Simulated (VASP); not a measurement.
Computed with PBE GGA, VASP's PBE PAW potentials (set 64) (plane waves; VASP).

VASP ran on this input.

### KPOINTS
```
Automatic mesh
0
Gamma
6 6 4
0 0 0
```

File POSCAR:
```
PtSe2
1
    1.8704560253    -3.2397251169     0.0000000000
    1.8704560253     3.2397251169     0.0000000000
    0.0000000000     0.0000000000     6.0305658403
Pt Se
1 2
Direct
  0.0000000000   0.0000000000   1.0000000000
  0.3333330000   0.6666670000   0.2148582789
  0.6666670000   0.3333330000   0.7851417211
```

**INCAR**
```
! general
SYSTEM   =  PtSe2
PREC     =  Accurate
ENCUT    =  480
LREAL    =  .False.
LASPH    =  .True.

! electronic loop
EDIFF    =  1E-7
NELM     =  100
ALGO     =  Normal
LMAXMIX  =  6

! smearing
ISMEAR   =  0
SIGMA    =  0.05

! functional
GGA      =  PE

! ions
ISIF     =  2

! output
LWAVE    =  .False.
LCHARG   =  .False.
```

POTCAR, in this order: Pt Se (PBE.64 set). Program: vasp_std.

Output of the run:

**OSZICAR**
```
       N       E                     dE             d eps       ncg     rms          rms(c)
DAV:   1     0.111637589253E+03    0.11164E+03   -0.95640E+03   728   0.118E+03
DAV:   2    -0.960266946611E+01   -0.12124E+03   -0.11863E+03   909   0.228E+02
DAV:   3    -0.150804024181E+02   -0.54777E+01   -0.54337E+01   930   0.500E+01
DAV:   4    -0.151392690720E+02   -0.58867E-01   -0.58858E-01   860   0.539E+00
DAV:   5    -0.151399862625E+02   -0.71719E-03   -0.71717E-03   944   0.597E-01    0.125E+01
DAV:   6    -0.145050985651E+02    0.63489E+00   -0.50927E+00   734   0.227E+01    0.711E+00
DAV:   7    -0.143151715957E+02    0.18993E+00   -0.95217E-01   734   0.104E+01    0.361E+00
DAV:   8    -0.142971957962E+02    0.17976E-01   -0.67688E-02   811   0.188E+00    0.801E-01
DAV:   9    -0.142934504343E+02    0.37454E-02   -0.12358E-02   783   0.121E+00    0.190E-01
DAV:  10    -0.142937615670E+02   -0.31113E-03   -0.18115E-03   881   0.310E-01    0.546E-02
DAV:  11    -0.142937754913E+02   -0.13924E-04   -0.61369E-05   930   0.769E-02    0.267E-02
DAV:  12    -0.142937837385E+02   -0.82472E-05   -0.25793E-05   790   0.379E-02    0.273E-03
DAV:  13    -0.142937843464E+02   -0.60789E-06   -0.15099E-06   923   0.893E-03    0.134E-03
DAV:  14    -0.142937845827E+02   -0.23632E-06   -0.19017E-07   714   0.304E-03    0.862E-04
DAV:  15    -0.142937847433E+02   -0.16056E-06   -0.45558E-08   655   0.153E-03    0.195E-04
DAV:  16    -0.142937847383E+02    0.49829E-08   -0.48070E-09   430   0.610E-04
   1 F= -.14293785E+02 E0= -.14293785E+02  d E =-.905395E-11
```

File OUTCAR:
```
------------------------ aborting loop because EDIFF is reached ----------------------------------------
  FORCE on cell =-STRESS in cart. coord.  units (eV):
  Direction    XX          YY          ZZ          XY          YZ          ZX
  --------------------------------------------------------------------------------------
  Total        0.7271530      0.7271531      0.5528070      0.0000000     -0.0000000      0.0000000
  in kB       15.9401592     15.9401617     12.1182639      0.0000000     -0.0000000      0.0000000
  external PRESSURE =      14.6661949 kB  Pullay stress =       0.0000000 kB
  volume of cell :       73.09
      direct lattice vectors                 reciprocal lattice vectors
     1.870456025 -3.239725117  0.000000000     0.267314491 -0.154334081  0.000000000
     1.870456025  3.239725117  0.000000000     0.267314491  0.154334081  0.000000000
     0.000000000  0.000000000  6.030565840     0.000000000  0.000000000  0.165821919
 POSITION                                       TOTAL-FORCE (eV/Angst)
 -----------------------------------------------------------------------------------
      0.00000      0.00000      0.00000        -0.000000     -0.000000      0.000000
      1.87046      1.07991      1.29572        -0.000000     -0.000000      0.176886
      1.87046     -1.07991      4.73485         0.000000      0.000000     -0.176886
 -----------------------------------------------------------------------------------
    total drift:                               -0.000000     -0.000000      0.000000
  FREE ENERGIE OF THE ION-ELECTRON SYSTEM (eV)
  ---------------------------------------------------
  free  energy   TOTEN  =       -14.2937847383 eV

  energy  without entropy=      -14.2937847383  energy(sigma->0) =      -14.29378474
```
(Selected blocks of OUTCAR.)

Without a dispersion term in the relaxation, distances and binding between the weakly bound layers, chains or molecules are unreliable, and so is what depends on them.

The compound is PtSe2 in the 1T layered structure. This cell was strained or had an atom moved on purpose.
